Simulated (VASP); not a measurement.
The system is Si2Ge.

```xyz
6
Lattice="3.8900 0.0000 0.0000 -1.9450 3.3688 0.0000 0.0000 0.0000 9.5300" Properties=species:S:1:pos:R:3 pbc="T T T"
Si    0.0000    0.0000    8.3387
Si    0.0000    0.0000    1.1912
Si    0.0000    2.2459    5.1624
Si    1.9450    1.1229    4.3676
Ge    0.0000    2.2459    7.5449
Ge    1.9450    1.1229    1.9851
```

The cell was built by a generator and needn't be a form met in nature.

```yaml
Program: VASP 6.6.1
Task: relaxation of cell and atoms
Functional: PBE
Potentials_or_basis: VASP PAW PBE potentials, release 64 (Si, Ge_d)
Cutoff: 520 eV
k_mesh: 5 × 5 × 2
Occupations: gaussian, width 0.15 eV
Spin: no spin polarisation
```

At the start: pressure 2.3 GPa; volume 20.81 Å³/atom.

Question: Where does the relaxation end?

Answer: Over 10 steps the energy falls by 7.9 meV/atom and the volume is 21.34 Å³/atom (+2.5 %); space group P-3m1 (No. 164, to 0.05 Å).

Step by step:
```tsv
step	energy change (eV)	largest force (eV/Å)	pressure (GPa)	volume (Å³)
1	0.0000	0.4785	2.29	124.89
2	-0.0401	0.0418	-1.24	130.35
3	-0.0455	0.1404	0.58	128.93
4	-0.0445	0.0938	-1.28	129.51
5	-0.0453	0.1205	-0.12	129.19
6	-0.0451	0.1120	-0.81	129.28
7	-0.0452	0.0520	0.94	127.32
8	-0.0473	0.0823	-0.73	128.29
9	-0.0468	0.0457	0.87	127.84
10	-0.0472	0.0547	-0.01	128.07
```

Final structure:
```
Si Ge
1.0
     3.92800    0.00000    0.00000
    -1.96400    3.40174    0.00000
     0.00000    0.00000    9.58436
Si Ge
4 2
Direct
  0.00000 0.00000 0.87712
  0.00000 0.00000 0.12288
  0.33333 0.66667 0.53948
  0.66667 0.33333 0.46052
  0.33333 0.66667 0.79206
  0.66667 0.33333 0.20794
```
